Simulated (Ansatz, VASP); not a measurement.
# CaSiS3: VASP beside Ansatz, part 2 of 2

Wanted: the spread between two codes on one cell, functional and k mesh. The cell is generated by rule, not measured, and may not be a known phase. The cell is taken from a series of runs on this material, whose earlier steps may have relaxed, scaled, displaced or heated it; both programs get it as it stands.

VASP 6.6.1 and Ansatz 0.2.0.

So far: The structure; Ansatz: relaxation of cell and atoms, LDA, pair 1; VASP: relaxation of cell and atoms, LDA, pair 1; Comparison.

## (5) Ansatz: relaxation of cell and atoms, LDA, pair 2

Level of this step: Ansatz beside VASP: Kohn-Sham DFT, plane waves, LDA (Ansatz).

The relaxed volume is the usual yardstick between codes: in a stiff, nearly cubic crystal its relative difference is about their pressure difference at one cell divided by the bulk modulus. This pair takes another cell of the material, with 10 atoms against 5 for the pair before.

The cell is taken from a series of runs on this material, whose earlier steps may have relaxed, scaled, displaced or heated it; both programs get it as it stands.

Input file input.yaml:

```yaml
crystal:
  lattice:
    - [3.2500492766, 1.8764168247, 4.8880402822]
    - [-3.2500492766, 1.8764168247, 4.8880402822]
    - [0.0, -3.7528336495, 4.8880402822]
  atoms:
    - { symbol: Ca, position: [0.75, 0.75, 0.75] }
    - { symbol: Ca, position: [0.25, 0.25, 0.25] }
    - { symbol: Si, position: [0.5, 0.5, 0.5] }
    - { symbol: Si, position: [0.0, 0.0, 0.0] }
    - { symbol: S, position: [0.1621869287, 0.75, 0.3378130713] }
    - { symbol: S, position: [0.8378130713, 0.25, 0.6621869287] }
    - { symbol: S, position: [0.3378130713, 0.1621869287, 0.75] }
    - { symbol: S, position: [0.6621869287, 0.8378130713, 0.25] }
    - { symbol: S, position: [0.75, 0.3378130713, 0.1621869287] }
    - { symbol: S, position: [0.25, 0.6621869287, 0.8378130713] }
kpoints:
  mp_grid: { grid: [6, 6, 6] }
hamiltonian:
  xc: lda
  pseudopotentials: { kind: paw, azcp: { folder: soft_1 }, xc_functional: pbe }
scf:
  occupations: { method: fixed }
output:
  forces: true
  stress: true
  eigenvalues: true
relax:
  adjacent_minimum: "off"
  f_tol: 0.001
  max_steps: 60
  cell: { stress_tol: 0.01 }
```

Run with:

```bash
> ansatz run input.yaml --threads 4 --pin off --max-ram 16384MiB --backend cpu --events-out ev --progress --plain --runs-dir out
```

Numbers of over 12 decimals in the logs are rounded to 6 here.

The log of the run:

```text
[...]
Crystal: 10 atoms, lattice volume = 178.857 Å³
Basis set: ecut = 420 eV, 3497 PW (Γ)
Bands: 42, of which v1, the nominal top of the filled ones, is band 32 counted from 1 (31 counted from 0)
Symmetry: 12 space group operations
[...]
k-points: 32 of 216
[...]
- { symbol: Si, position: [0.500000, 0.500000, 0.5] }
    - { symbol: Si, position: [0, 0, 0] }
    - { symbol: S, position: [0.162177, 0.75, 0.337823] }
    - { symbol: S, position: [0.837823, 0.250000, 0.662177] }
    - { symbol: S, position: [0.337823, 0.162177, 0.750000] }
    - { symbol: S, position: [0.662177, 0.837823, 0.25] }
    - { symbol: S, position: [0.750000, 0.337823, 0.162177] }
    - { symbol: S, position: [0.250000, 0.662177, 0.837823] }
[key lines of the parts left out:]
SCF converged after 6 iterations
Free energy (F): -9990.280513 eV
Fermi energy:    8.185439 eV
P = ⅓ Tr σ = 0.0035 GPa (0.035 kbar)
```

## (6) VASP: relaxation of cell and atoms, LDA, pair 2

The same cell, functional (in two slightly different forms) and mesh now go to VASP, with its own data sets.

Input file INCAR:

```
SYSTEM = CaSiS3
PREC = Accurate
ENCUT = 500
EDIFF = 1E-07
NELM = 120
ISMEAR = 0
SIGMA = 0.01
LREAL = .FALSE.
ALGO = Normal
GGA = CA
NBANDS = 42
LORBIT = 11
LWAVE = .FALSE.
LCHARG = .FALSE.
ISIF = 3
IBRION = 2
NSW = 80
EDIFFG = -0.005
LASPH = .TRUE.
GGA_COMPAT = .FALSE.
NELMIN = 4
EFERMI = MIDGAP
KPAR = 2
```

Input file POSCAR:

```
CaSiS3
1.0
    3.2500490000      1.8764170000      4.8880400000
   -3.2500490000      1.8764170000      4.8880400000
    0.0000000000     -3.7528340000      4.8880400000
Ca Si S
2 2 6
Direct
    0.7500000682      0.7500000682      0.7500000682
    0.2500000000      0.2500000000      0.2500000000
    0.5000000000      0.5000000000      0.5000000000
    0.0000000000      0.0000000000      0.0000000000
    0.1621870009      0.7499999846      0.3378130146
    0.8378129991      0.2500000154      0.6621869854
    0.3378131376      0.1621868624      0.7500000000
    0.6621868624      0.8378131376      0.2500000000
    0.7500000154      0.3378129991      0.1621869854
    0.2499999846      0.6621870009      0.8378130146
```

Input file KPOINTS:

```
Automatic mesh
0
Gamma
6 6 6
0 0 0
```

The projector-augmented-wave data sets are Ca_sv, Si and S (LDA family, release 64).

Run with:

```bash
> mpirun -np 2 vasp_std
```

The log of the run:

```text
[banner, memory and clock lines left out]
running    2 mpi-ranks, on    1 nodes
[...]
LDA part: xc-table for (Slater(with rela. corr.)+CA(PZ))
 , standard interpolation
 POSCAR, INCAR and KPOINTS ok, starting setup
[...]
entering main loop
       N       E                     dE             d eps       ncg     rms          rms(c)
DAV:   1     0.458226651684E+03    0.45823E+03   -0.28668E+04  2688   0.135E+03
DAV:   2    -0.154210166324E+02   -0.47365E+03   -0.45577E+03  3278   0.332E+02
DAV:   3    -0.545847147421E+02   -0.39164E+02   -0.38375E+02  3972   0.848E+01
DAV:   4    -0.562507340180E+02   -0.16660E+01   -0.16602E+01  4496   0.162E+01
[...]
DAV:  12    -0.549741181776E+02    0.49097E-05   -0.49727E-05  3430   0.301E-02    0.215E-02
DAV:  13    -0.549741177483E+02    0.42932E-06   -0.85632E-06  3512   0.139E-02    0.431E-03
DAV:  14    -0.549741177685E+02   -0.20203E-07   -0.60101E-07  3432   0.282E-03
   1 F= -.54974118E+02 E0= -.54974118E+02  d E =-.549741E+02
[... from here on, the cycles between the ionic steps are left out ...]
   2 F= -.54974260E+02 E0= -.54974260E+02  d E =-.142049E-03
   3 F= -.54974261E+02 E0= -.54974261E+02  d E =-.142858E-03
   4 F= -.54974313E+02 E0= -.54974313E+02  d E =-.525394E-04
 trial-energy change:   -0.000053  1 .order   -0.000054   -0.000081   -0.000027
 step:   1.6769(harm=  1.5271)  dis= 0.00138  next Energy=   -54.974322 (dE=-0.610E-04)
 reached required accuracy - stopping structural energy minimisation
```

From OUTCAR (step 6):

```text
  Total       -0.0250319     -0.0250319      0.0047153      0.0000000      0.0000000     -0.0000000
  in kB       -0.2240519     -0.2240520      0.0422053      0.0000000      0.0000000     -0.0000000
  external PRESSURE =      -0.1352995 kB  Pullay stress =       0.0000000 kB

 POSITION                                       TOTAL-FORCE (eV/Angst)
 -----------------------------------------------------------------------------------
     -0.00000      0.00000     10.99489        -0.000000      0.000000     -0.000000
     -0.00000      0.00000      3.66496        -0.000000     -0.000000     -0.000000
     -0.00000      0.00000      7.32993        -0.000000      0.000000      0.000000
      0.00000     -0.00000      0.00000        -0.000000      0.000000      0.000000
     -1.91053      0.44576      6.10827         0.002391      0.004142      0.000000
      1.91053     -0.44576      8.55158        -0.002391     -0.004142      0.000000
      0.56923     -1.87745      6.10827        -0.004782      0.000000      0.000000
     -0.56923      1.87745      8.55158         0.004782      0.000000      0.000000
      1.34130      1.43169      6.10827         0.002391     -0.004142      0.000000
     -1.34130     -1.43169      8.55158        -0.002391      0.004142      0.000000
 -----------------------------------------------------------------------------------
    total drift:                               -0.000080      0.000000      0.002823

  FREE ENERGIE OF THE ION-ELECTRON SYSTEM (eV)
  ---------------------------------------------------
  free  energy   TOTEN  =       -54.9743131660 eV

  energy  without entropy=      -54.9743131660  energy(sigma->0) =      -54.97431317

[... 1 part as in an earlier step ...]

[... 3 further parts left out ...]
[key lines of the parts left out:]
E-fermi :   6.2145
```

## (7) Differences

What differs besides the data sets and the points named for the pairs above, as far as they apply: fixed occupations in Ansatz, narrow Gaussian smearing in VASP. Total energies have different zeros and are not compared.

The two programs side by side:

```
                                         quantity  Ansatz    VASP  difference
                                      volume (Å³)  178.85  179.00     -0.08 %
edge a after relaxation, in the typed setting (Å)   6.162   6.163     -0.01 %
```

## (8) What came out

```json
{
 "difference in volume (relaxation of cell and atoms, LDA, pair 1)": "-0.052 %",
 "difference in volume (relaxation of cell and atoms, LDA, pair 2)": "-0.082 %"
}
```

What this shows: The difference in volume is -0.082 % (relaxation of cell and atoms, LDA, pair 2), within the 1.2 % picked in this series as the mark of a large difference, as far as the stopping tolerances let one tell. 2 further runs of this series are not shown here. Such differences can come from data sets, numerical settings and the points named under the comparisons, not from the functional's error against experiment.

[Lines on the potential files, build, host, timing and source positions are cut from VASP's logs without a mark.]

[Logs are printed without paths, hosts, clocks, repeated set-up lines and the standing remarks that a program may print on its own settings, such as how far it seeks lower states.]

[Hosts, paths, dates, database ids (printed as entryN), source tags and the programs' standing remarks are cut or masked in the printed files.]
